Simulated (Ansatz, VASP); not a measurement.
# In2S: VASP beside Ansatz, part 2 of 2

Aim: how closely do two programs agree when they are given the same cell, functional and k mesh? The cell is generated by rule, not measured, and may not be a known phase. The cell is taken from a series of runs on this material, whose earlier steps may have relaxed, scaled, displaced or heated it; both programs get it as it stands.

VASP 6.6.1 and Ansatz 0.2.0.

So far. Step 2 (VASP: single point, PBEsol, pair 1): The run ends at a pressure of -0.10 GPa, with forces up to 0.31 eV/Å. Step 3 (Ansatz: single point, PBEsol, pair 1): The run ends at a pressure of -0.08 GPa, with forces up to 0.31 eV/Å.

## 5. VASP: single point, PBEsol, pair 2

Level of this step: PBEsol; plane waves and PAW (S, In_d); invented cell (VASP).

A single point gives forces, pressure and levels at one fixed geometry, so differences don't come from the geometry; what else differs is listed under the comparison.

The input, INCAR:

```
SYSTEM = In2S
PREC = Accurate
ENCUT = 500
EDIFF = 1E-06
NELM = 120
ISMEAR = 1
SIGMA = 0.2
LREAL = .FALSE.
ALGO = Normal
GGA = PS
NBANDS = 79
LORBIT = 11
LWAVE = .FALSE.
LCHARG = .FALSE.
ISIF = 2
LASPH = .TRUE.
GGA_COMPAT = .FALSE.
KPAR = 2
```

The input, POSCAR:

```
In2S
1.0
    6.2898146533      0.0000000000      0.0000000000
    0.0000000000      6.2898146533      0.0000000000
    0.0000000000      0.0000000000     12.5796293066
S In
4 8
Direct
    0.0157389295      0.9842610705      0.5000000000
    0.9842610705      0.0157389295      1.0000000000
    0.4842610705      0.5157389295      0.2500000000
    0.5157389295      0.4842610705      0.7500000000
    0.2521091984      0.2478908016      0.1250000000
    0.2478908016      0.2521091984      0.6250000000
    0.7521091984      0.7478908016      0.1250000000
    0.7478908016      0.7521091984      0.6250000000
    0.7500000000      0.2500000000      0.3750000000
    0.7500000000      0.2500000000      0.8750000000
    0.2500000000      0.7500000000      0.3750000000
    0.2500000000      0.7500000000      0.8750000000
```

The input, KPOINTS:

```
Automatic mesh
0
Gamma
6 6 4
0 0 0
```

The projector-augmented-wave data sets are S and In_d (PBE family, release 64).

Command:

```console
> mpirun -np 2 vasp_std
```

Numbers of over 12 decimals in the logs are rounded to 6 here.

The program printed:

```text
[banner, memory and clock lines left out]
running    2 mpi-ranks, on    1 nodes
[...]
[... a notice as in an earlier step ...]

 LDA part: xc-table for (Slater+PW92), standard interpolation
 POSCAR, INCAR and KPOINTS ok, starting setup
[...]
entering main loop
       N       E                     dE             d eps       ncg     rms          rms(c)
DAV:   1     0.127998529745E+04    0.12800E+04   -0.54640E+04  6162   0.167E+03
DAV:   2     0.162676853357E+03   -0.11173E+04   -0.10870E+04  6170   0.448E+02
DAV:   3    -0.193354084966E+02   -0.18201E+03   -0.17221E+03  7265   0.195E+02
DAV:   4    -0.391993470440E+02   -0.19864E+02   -0.18898E+02  7405   0.578E+01
[...]
DAV:  15    -0.358076920433E+02    0.24828E-05   -0.12510E-04  8957   0.412E-02    0.165E-02
DAV:  16    -0.358076917506E+02    0.29271E-06   -0.13251E-05  6293   0.170E-02    0.979E-03
DAV:  17    -0.358076910734E+02    0.67714E-06   -0.24742E-06  4695   0.904E-03
   1 F= -.35807691E+02 E0= -.35800073E+02  d E =-.228540E-01
```

OUTCAR, selected parts (step 5):

```text
  Total       -0.8768202     -0.8768202     -0.5386111      0.7048729      0.0000000     -0.0000000
  in kB       -2.8227836     -2.8227836     -1.7339730      2.2692264      0.0000000     -0.0000000
  external PRESSURE =      -2.4598468 kB  Pullay stress =       0.0000000 kB

 POSITION                                       TOTAL-FORCE (eV/Angst)
 -----------------------------------------------------------------------------------
      0.09899      6.19082      6.28981         0.237590     -0.237590     -0.169328
      6.19082      0.09899      0.00000        -0.237590      0.237590     -0.169328
      3.04591      3.24390      3.14491        -0.237590      0.237590      0.169328
      3.24390      3.04591      9.43472         0.237590     -0.237590      0.169328
      1.58572      1.55919      1.57245         0.202349     -0.202349      0.000000
      1.55919      1.58572      7.86227        -0.202349      0.202349     -0.000000
      4.73063      4.70409      1.57245         0.202349     -0.202349      0.000000
      4.70409      4.73063      7.86227        -0.202349      0.202349     -0.000000
      4.71736      1.57245      4.71736         0.000000      0.000000     -0.000000
      4.71736      1.57245     11.00718         0.000000      0.000000      0.000000
      1.57245      4.71736      4.71736         0.000000      0.000000      0.000000
      1.57245      4.71736     11.00718         0.000000      0.000000     -0.000000
 -----------------------------------------------------------------------------------
    total drift:                                0.000000      0.000000      0.000000

  FREE ENERGIE OF THE ION-ELECTRON SYSTEM (eV)
  ---------------------------------------------------
  free  energy   TOTEN  =       -35.8076910734 eV

  energy  without entropy=      -35.7848371216  energy(sigma->0) =      -35.80007309

[... 2 parts as in an earlier step ...]

[... 1 further part left out ...]
[key lines of the parts left out:]
E-fermi :   2.3812
```

The run ends at a pressure of -0.25 GPa, with forces up to 0.38 eV/Å.

## 6. Ansatz: single point, PBEsol, pair 2

The same cell, functional, mesh and smearing now go to Ansatz, which takes its cutoff from its data sets.

The cell is taken from a series of runs on this material, whose earlier steps may have relaxed, scaled, displaced or heated it; both programs get it as it stands.

The input, input.yaml:

```yaml
crystal:
  lattice:
    - [6.2898146533, 0.0, 0.0]
    - [0.0, 6.2898146533, 0.0]
    - [0.0, 0.0, 12.5796293066]
  atoms:
    - { symbol: S, position: [0.0157389295, -0.0157389295, 0.5] }
    - { symbol: S, position: [-0.0157389295, 0.0157389295, 0.0] }
    - { symbol: S, position: [0.4842610705, 0.5157389295, 0.25] }
    - { symbol: S, position: [0.5157389295, 0.4842610705, 0.75] }
    - { symbol: In, position: [0.2521091984, 0.2478908016, 0.125] }
    - { symbol: In, position: [0.2478908016, 0.2521091984, 0.625] }
    - { symbol: In, position: [0.7521091984, 0.7478908016, 0.125] }
    - { symbol: In, position: [0.7478908016, 0.7521091984, 0.625] }
    - { symbol: In, position: [0.75, 0.25, 0.375] }
    - { symbol: In, position: [0.75, 0.25, 0.875] }
    - { symbol: In, position: [0.25, 0.75, 0.375] }
    - { symbol: In, position: [0.25, 0.75, 0.875] }
kpoints:
  mp_grid: { grid: [6, 6, 4] }
hamiltonian:
  xc: pbesol
scf:
  occupations: { method: methfessel_paxton, width: 0.2 }
output:
  forces: true
  stress: true
  eigenvalues: true
```

Command:

```console
> ansatz run input.yaml --threads 8 --pin off --max-ram 14336MiB --backend cpu --events-out ev --progress --plain --runs-dir out
```

The program printed:

```text
[...]
Crystal: 12 atoms, lattice volume = 497.672 Å³
Basis set: ecut = 420 eV, 9863 PW (Γ), exchange–correlation on 90×90×180 points (8 copies of the dense FFT grid, shifted against one another)
Bands: 77, of which v1, the nominal top of the filled ones, is band 64 counted from 1 (63 counted from 0)
Symmetry: 8 space group operations
[...]
k-points: 39 of 144
[...]
k-point 0: bands = [... 60 lower, 3.0949, 3.2535, 3.5789, 3.7007, 3.8619, 4.0334, 4.0593, 4.1953, ... 9 higher]
  k-point 1: bands = [... 60 lower, 3.2148, 3.2821, 3.4910, 3.6222, 3.8223, 3.8971, 3.9776, 4.2617, ... 9 higher]
  k-point 2: bands = [... 60 lower, 3.2111, 3.2111, 3.6411, 3.6411, 3.7417, 3.7417, 3.8468, 3.8468, ... 9 higher]
  k-point 38: bands = [... 60 lower, 3.3304, 3.3304, 3.4746, 3.4746, 4.2309, 4.2309, 4.2967, 4.2967, ... 9 higher]
[key lines of the parts left out:]
SCF converged after 10 iterations
Free energy (F): -47737.285167 eV
Fermi energy:    3.733660 eV
P = ⅓ Tr σ = -0.2287 GPa (-2.287 kbar)
```

The run ends at a pressure of -0.23 GPa, with forces up to 0.37 eV/Å.

## 7. Comparison

Both answers:

```csv
quantity,Ansatz,VASP,difference
pressure (GPa),-0.23,-0.25,+0.02
```

Forces on 7 of the 12 atoms, those with the largest forces and the largest differences (eV/Å; atoms numbered as in POSCAR):

```csv
atom,"Ansatz x, y, z","VASP x, y, z"
S1,"0.237, -0.237, -0.165","0.238, -0.238, -0.169"
S2,"-0.237, 0.237, -0.165","-0.238, 0.238, -0.169"
S3,"-0.237, 0.237, 0.165","-0.238, 0.238, 0.169"
S4,"0.237, -0.237, 0.165","0.238, -0.238, 0.169"
In5,"0.204, -0.204, 0.000","0.202, -0.202, 0.000"
In6,"-0.204, 0.204, 0.000","-0.202, 0.202, 0.000"
In7,"0.204, -0.204, 0.000","0.202, -0.202, 0.000"
```

The forces differ by 1.6 meV/Å r.m.s., which is 1.0 % of the r.m.s. force of 0.158 eV/Å (both taken over all components).

## 8. VASP: single point, PBEsol, pair 3

With cell and atoms fixed, the geometry can't cause a difference; cores, projectors, grids and the points listed under the comparison can.

INCAR is that of step 5.

The input, POSCAR:

```
In2S
1.0
    6.2898146533      0.0000000000      0.0000000000
    0.0000000000      6.2898146533      0.0000000000
    0.0000000000      0.0000000000     12.5796293066
S In
4 8
Direct
    0.0247326035      0.9752673965      0.5000000000
    0.9752673965      0.0247326035      1.0000000000
    0.4752673965      0.5247326035      0.2500000000
    0.5247326035      0.4752673965      0.7500000000
    0.2533144547      0.2466855453      0.1250000000
    0.2466855453      0.2533144547      0.6250000000
    0.7533144547      0.7466855453      0.1250000000
    0.7466855453      0.7533144547      0.6250000000
    0.7500000000      0.2500000000      0.3750000000
    0.7500000000      0.2500000000      0.8750000000
    0.2500000000      0.7500000000      0.3750000000
    0.2500000000      0.7500000000      0.8750000000
```

KPOINTS is that of step 5.

Command:

```console
> mpirun -np 2 vasp_std
```

The program printed:

```text
[... set-up lines as in an earlier step ...]
 entering main loop
       N       E                     dE             d eps       ncg     rms          rms(c)
DAV:   1     0.127983853536E+04    0.12798E+04   -0.54636E+04  6162   0.167E+03
DAV:   2     0.162120866519E+03   -0.11177E+04   -0.10871E+04  6178   0.448E+02
DAV:   3    -0.197400411745E+02   -0.18186E+03   -0.17232E+03  7327   0.195E+02
DAV:   4    -0.390711435480E+02   -0.19331E+02   -0.18461E+02  7404   0.576E+01
[...]
DAV:  14    -0.359285284333E+02    0.27809E-04   -0.96981E-05  7885   0.456E-02    0.215E-02
DAV:  15    -0.359285287158E+02   -0.28254E-06   -0.33429E-05  7596   0.193E-02    0.125E-02
DAV:  16    -0.359285282617E+02    0.45408E-06   -0.28640E-06  5224   0.753E-03
   1 F= -.35928528E+02 E0= -.35922417E+02  d E =-.183324E-01
```

Parts of OUTCAR (step 8):

```text
  Total       -1.7101126     -1.7101126     -1.1355079      0.6792531     -0.0000000     -0.0000000
  in kB       -5.5054365     -5.5054365     -3.6555876      2.1867478     -0.0000000     -0.0000000
  external PRESSURE =      -4.8888202 kB  Pullay stress =       0.0000000 kB

 POSITION                                       TOTAL-FORCE (eV/Angst)
 -----------------------------------------------------------------------------------
      0.15556      6.13425      6.28981         0.232269     -0.232269     -0.192178
      6.13425      0.15556      0.00000        -0.232269      0.232269     -0.192178
      2.98934      3.30047      3.14491        -0.232269      0.232269      0.192178
      3.30047      2.98934      9.43472         0.232269     -0.232269      0.192178
      1.59330      1.55161      1.57245         0.255630     -0.255630      0.000000
      1.55161      1.59330      7.86227        -0.255630      0.255630      0.000000
      4.73821      4.69651      1.57245         0.255630     -0.255630      0.000000
      4.69651      4.73821      7.86227        -0.255630      0.255630      0.000000
      4.71736      1.57245      4.71736         0.000000      0.000000      0.000000
      4.71736      1.57245     11.00718         0.000000      0.000000      0.000000
      1.57245      4.71736      4.71736        -0.000000      0.000000      0.000000
      1.57245      4.71736     11.00718         0.000000     -0.000000      0.000000
 -----------------------------------------------------------------------------------
    total drift:                                0.000000      0.000000      0.000000

  FREE ENERGIE OF THE ION-ELECTRON SYSTEM (eV)
  ---------------------------------------------------
  free  energy   TOTEN  =       -35.9285282617 eV

  energy  without entropy=      -35.9101958219  energy(sigma->0) =      -35.92241745

[... 2 parts as in an earlier step ...]

[... 1 further part left out ...]
[key lines of the parts left out:]
E-fermi :   2.4846
```

The run ends at a pressure of -0.49 GPa, with forces up to 0.38 eV/Å.

## 9. Ansatz: single point, PBEsol, pair 3

The same cell, functional, mesh and smearing now go to Ansatz, which takes its cutoff from its data sets.

The cell is taken from a series of runs on this material, whose earlier steps may have relaxed, scaled, displaced or heated it; both programs get it as it stands.

The input, input.yaml:

```yaml
crystal:
  lattice:
    - [6.2898146533, 0.0, 0.0]
    - [0.0, 6.2898146533, 0.0]
    - [0.0, 0.0, 12.5796293066]
  atoms:
    - { symbol: S, position: [0.0247326035, -0.0247326035, 0.5] }
    - { symbol: S, position: [-0.0247326035, 0.0247326035, 0.0] }
    - { symbol: S, position: [0.4752673965, 0.5247326035, 0.25] }
    - { symbol: S, position: [0.5247326035, 0.4752673965, 0.75] }
    - { symbol: In, position: [0.2533144547, 0.2466855453, 0.125] }
    - { symbol: In, position: [0.2466855453, 0.2533144547, 0.625] }
    - { symbol: In, position: [0.7533144547, 0.7466855453, 0.125] }
    - { symbol: In, position: [0.7466855453, 0.7533144547, 0.625] }
    - { symbol: In, position: [0.75, 0.25, 0.375] }
    - { symbol: In, position: [0.75, 0.25, 0.875] }
    - { symbol: In, position: [0.25, 0.75, 0.375] }
    - { symbol: In, position: [0.25, 0.75, 0.875] }
kpoints:
  mp_grid: { grid: [6, 6, 4] }
hamiltonian:
  xc: pbesol
scf:
  occupations: { method: methfessel_paxton, width: 0.2 }
output:
  forces: true
  stress: true
  eigenvalues: true
```

Command:

```console
> ansatz run input.yaml --threads 8 --pin off --max-ram 14336MiB --backend cpu --events-out ev --progress --plain --runs-dir out
```

The program printed:

```text
[...]
Crystal: 12 atoms, lattice volume = 497.672 Å³
Basis set: ecut = 420 eV, 9863 PW (Γ), exchange–correlation on 90×90×180 points (8 copies of the dense FFT grid, shifted against one another)
Bands: 77, of which v1, the nominal top of the filled ones, is band 64 counted from 1 (63 counted from 0)
Symmetry: 8 space group operations
[...]
k-points: 39 of 144
[...]
k-point 0: bands = [... 60 lower, 3.0550, 3.1001, 3.5492, 3.6693, 3.8831, 4.0171, 4.2470, 4.3034, ... 9 higher]
  k-point 1: bands = [... 60 lower, 3.0490, 3.2494, 3.3509, 3.7108, 3.8778, 3.9615, 4.1611, 4.2673, ... 9 higher]
  k-point 2: bands = [... 60 lower, 3.0719, 3.0719, 3.6453, 3.6453, 3.8245, 3.8245, 3.9922, 3.9922, ... 9 higher]
  k-point 38: bands = [... 60 lower, 3.2668, 3.2668, 3.5896, 3.5896, 4.1503, 4.1503, 4.2703, 4.2703, ... 9 higher]
[key lines of the parts left out:]
SCF converged after 9 iterations
Free energy (F): -47737.405394 eV
Fermi energy:    3.836853 eV
P = ⅓ Tr σ = -0.4702 GPa (-4.702 kbar)
```

The run ends at a pressure of -0.47 GPa, with forces up to 0.37 eV/Å.

## 10. Side by side

The two programs side by side:

```csv
quantity,Ansatz,VASP,difference
pressure (GPa),-0.47,-0.49,+0.02
```

Forces on 7 of the 12 atoms, those with the largest forces and the largest differences (eV/Å; atoms numbered as in POSCAR):

```csv
atom,"Ansatz x, y, z","VASP x, y, z"
S1,"0.230, -0.230, -0.185","0.232, -0.232, -0.192"
S2,"-0.230, 0.230, -0.185","-0.232, 0.232, -0.192"
S3,"-0.230, 0.230, 0.185","-0.232, 0.232, 0.192"
S4,"0.230, -0.230, 0.185","0.232, -0.232, 0.192"
In5,"0.257, -0.257, 0.000","0.256, -0.256, 0.000"
In6,"-0.257, 0.257, 0.000","-0.256, 0.256, 0.000"
In8,"-0.257, 0.257, 0.000","-0.256, 0.256, 0.000"
```

The forces differ by 2.7 meV/Å r.m.s., which is 1.6 % of the r.m.s. force of 0.175 eV/Å (both taken over all components).

## 11. What came out

```yaml
r_m_s_force_difference_single_point_pbesol_pair_1: 0.88 meV/Å
r_m_s_force_difference_single_point_pbesol_pair_2: 1.6 meV/Å
r_m_s_force_difference_single_point_pbesol_pair_3: 2.7 meV/Å
```

In words: The r.m.s. force difference is 2.7 meV/Å (single point, PBEsol, pair 3), within the 12 meV/Å picked in this series as the mark of a large difference. 1 further run of this series is not shown here. Such differences can come from data sets, numerical settings and the points named under the comparisons, not from the functional's error against experiment.

[Lines on the potential files, build, host, timing and source positions are cut from VASP's logs without a mark.]

[Logs are printed without paths, hosts, clocks, repeated set-up lines and the standing remarks that a program may print on its own settings, such as how far it seeks lower states.]

[Hosts, paths, dates, database ids (printed as entryN), source tags and the programs' standing remarks are cut or masked in the printed files.]
